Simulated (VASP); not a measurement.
Calculation: PBE GGA, VASP's PBE PAW potentials (set 64) (plane waves; VASP 6.6.1).

VASP input:

**KPOINTS**
```
Automatic mesh
0
Gamma
8 8 8
0 0 0
```

### POSCAR
```
Ni3Si
1.0
  3.4952500672   0.0000000000   0.0000000000
  0.0000000000   3.4952500672   0.0000000000
  0.0000000000   0.0000000000   3.4952500672
Si Ni
1 3
direct
  0.0000000000   0.0000000000   0.0000000000
  0.0000000000   0.5000000000   0.5000000000
  0.5000000000   0.0000000000   0.5000000000
  0.5000000000   0.5000000000   0.0000000000
```

### INCAR
```
ALGO = Normal
EDIFF = 1E-7
EDIFFG = -0.01
ENCUT = 480
GGA = PE
IBRION = 2
ISIF = 3
ISMEAR = 1
LASPH = .TRUE.
LCHARG = .FALSE.
LMAXMIX = 4
LREAL = .FALSE.
LWAVE = .FALSE.
NELM = 100
NSW = 40
PREC = Accurate
PSTRESS = 20
SIGMA = 0.1
SYSTEM = Ni3Si
```

POTCAR, in this order: Si Ni (PBE.64 set). Program: vasp_std.

What VASP printed:

File OSZICAR:
```
       N       E                     dE             d eps       ncg     rms          rms(c)
DAV:   1     0.191558062038E+03    0.19156E+03   -0.14929E+04  1478   0.203E+03
DAV:   2    -0.173536656415E+02   -0.20891E+03   -0.20176E+03  1470   0.362E+02
DAV:   3    -0.271855054276E+02   -0.98318E+01   -0.94370E+01  1647   0.105E+02
DAV:   4    -0.274064613387E+02   -0.22096E+00   -0.21840E+00  1723   0.138E+01
DAV:   5    -0.274143638550E+02   -0.79025E-02   -0.78952E-02  1746   0.243E+00    0.197E+01
DAV:   6    -0.271647829124E+02    0.24958E+00   -0.55443E+01  1691   0.122E+02    0.169E+01
DAV:   7    -0.237407651714E+02    0.34240E+01   -0.16271E+01  1631   0.672E+01    0.416E+00
DAV:   8    -0.236953993582E+02    0.45366E-01   -0.67772E-01  1531   0.645E+00    0.144E+00
DAV:   9    -0.236782363303E+02    0.17163E-01   -0.33127E-02  2005   0.260E+00    0.567E-01
DAV:  10    -0.236760035062E+02    0.22328E-02   -0.31196E-03  1876   0.445E-01    0.227E-01
DAV:  11    -0.236756614415E+02    0.34206E-03   -0.68733E-04  2256   0.314E-01    0.536E-02
DAV:  12    -0.236756509579E+02    0.10484E-04   -0.10229E-04  1611   0.120E-01    0.149E-02
DAV:  13    -0.236756504063E+02    0.55160E-06   -0.69128E-06  1749   0.186E-02    0.874E-03
DAV:  14    -0.236756497598E+02    0.64652E-06   -0.52700E-07  1616   0.826E-03    0.297E-03
DAV:  15    -0.236756497348E+02    0.25019E-07   -0.18195E-07   909   0.647E-03
   1 F= -.23142617E+02 E0= -.23143075E+02  d E =-.231426E+02
```

**OUTCAR**
```
------------------------ aborting loop because EDIFF is reached ----------------------------------------
  FORCE on cell =-STRESS in cart. coord.  units (eV):
  Direction    XX          YY          ZZ          XY          YZ          ZX
  --------------------------------------------------------------------------------------
  Total        0.5381754      0.5381754      0.5381754      0.0000000     -0.0000000      0.0000000
  in kB       20.1929453     20.1929453     20.1929453      0.0000000     -0.0000000      0.0000000
  external PRESSURE =       0.1929453 kB  Pullay stress =      20.0000000 kB
  volume of cell :       42.70
      direct lattice vectors                 reciprocal lattice vectors
     3.495250067  0.000000000  0.000000000     0.286102562  0.000000000  0.000000000
     0.000000000  3.495250067  0.000000000     0.000000000  0.286102562  0.000000000
     0.000000000  0.000000000  3.495250067     0.000000000  0.000000000  0.286102562
 POSITION                                       TOTAL-FORCE (eV/Angst)
 -----------------------------------------------------------------------------------
      0.00000      0.00000      0.00000         0.000000      0.000000      0.000000
      0.00000      1.74763      1.74763         0.000000      0.000000      0.000000
      1.74763      0.00000      1.74763         0.000000      0.000000      0.000000
      1.74763      1.74763      0.00000         0.000000      0.000000      0.000000
 -----------------------------------------------------------------------------------
    total drift:                                0.000000      0.000000      0.000000
  FREE ENERGIE OF THE ION-ELECTRON SYSTEM (eV)
  ---------------------------------------------------
  free  energy   TOTEN  =       -23.6756497348 eV

  energy  without entropy=      -23.6770245744  energy(sigma->0) =      -23.67610801
  enthalpy is  TOTEN    =       -23.1426166433 eV   P V=        0.5330330914

 reached required accuracy - stopping structural energy minimisation
```
(Selected blocks of OUTCAR.)

The compound is Ni3Si in the L1_2 structure. It was relaxed first under an external pressure of 2 GPa. The run is not spin-polarised, so no magnetic state was tried.
